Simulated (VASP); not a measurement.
Calculation: LDA (Ceperley-Alder, Perdew-Zunger), VASP's LDA PAW potentials (set 64) (plane waves; VASP).

Input for VASP

File KPOINTS:
```
Automatic mesh
0
Gamma
15 15 15
0 0 0
```

### POSCAR
```
Au
1
    0.0000000000     2.0053272116     2.0053272116
    2.0053272116     0.0000000000     2.0053272116
    2.0053272116     2.0053272116     0.0000000000
Au
1
Direct
  0.0000000000   0.0000000000   0.0000000000
```

INCAR:
```
# general
SYSTEM  = Au
PREC    = Accurate
ENCUT   = 520
LREAL   = .False.
LASPH   = .True.

# electronic loop
EDIFF   = 1E-7
NELM    = 100
ALGO    = Normal
LMAXMIX = 6

# smearing
ISMEAR  = 1
SIGMA   = 0.1

# ions
ISIF    = 2

# output
LWAVE   = .False.
LCHARG  = .False.
```

POTCAR, in this order: Au (LDA.64 set). Program: vasp_std.

What VASP printed:

**OSZICAR**
```
       N       E                     dE             d eps       ncg     rms          rms(c)
DAV:   1     0.427520674110E+02    0.42752E+02   -0.58815E+03  2312   0.109E+03
DAV:   2    -0.440516327363E+01   -0.47157E+02   -0.44523E+02  2254   0.204E+02
DAV:   3    -0.476506629146E+01   -0.35990E+00   -0.35965E+00  2574   0.192E+01
DAV:   4    -0.476585953140E+01   -0.79324E-03   -0.79322E-03  2477   0.938E-01
DAV:   5    -0.476586413727E+01   -0.46059E-05   -0.46062E-05  2448   0.685E-02    0.114E+01
DAV:   6    -0.446646188244E+01    0.29940E+00   -0.92355E-01  2196   0.941E+00    0.691E+00
DAV:   7    -0.443937265381E+01    0.27089E-01   -0.94719E-02  2326   0.291E+00    0.298E+00
DAV:   8    -0.443573094684E+01    0.36417E-02   -0.29454E-03  2293   0.673E-01    0.263E-01
DAV:   9    -0.443572893119E+01    0.20157E-05   -0.83359E-06  2357   0.359E-02    0.884E-03
DAV:  10    -0.443573003230E+01   -0.11011E-05   -0.91164E-07  2430   0.897E-03    0.994E-04
DAV:  11    -0.443573003362E+01   -0.13192E-08   -0.23409E-08  1374   0.165E-03
   1 F= -.44357300E+01 E0= -.44356623E+01  d E =-.203204E-03
```

File OUTCAR:
```
------------------------ aborting loop because EDIFF is reached ----------------------------------------
  FORCE on cell =-STRESS in cart. coord.  units (eV):
  Direction    XX          YY          ZZ          XY          YZ          ZX
  --------------------------------------------------------------------------------------
  Total        0.6120399      0.6120399      0.6120399     -0.0000000     -0.0000000      0.0000000
  in kB       60.8001409     60.8001409     60.8001409     -0.0000000     -0.0000000      0.0000000
  external PRESSURE =      60.8001409 kB  Pullay stress =       0.0000000 kB
  volume of cell :       16.13
      direct lattice vectors                 reciprocal lattice vectors
     0.000000000  2.005327212  2.005327212    -0.249335868  0.249335868  0.249335868
     2.005327212  0.000000000  2.005327212     0.249335868 -0.249335868  0.249335868
     2.005327212  2.005327212  0.000000000     0.249335868  0.249335868 -0.249335868
 POSITION                                       TOTAL-FORCE (eV/Angst)
 -----------------------------------------------------------------------------------
      0.00000      0.00000      0.00000        -0.000000      0.000000      0.000000
 -----------------------------------------------------------------------------------
    total drift:                                0.000000      0.000000      0.000000
  FREE ENERGIE OF THE ION-ELECTRON SYSTEM (eV)
  ---------------------------------------------------
  free  energy   TOTEN  =        -4.4357300336 eV

  energy  without entropy=       -4.4355268297  energy(sigma->0) =       -4.43566230
```
(Selected blocks of OUTCAR.)

The compound is Au in the fcc structure. This cell is one point of a volume scan, at 0.97 of the reference volume.
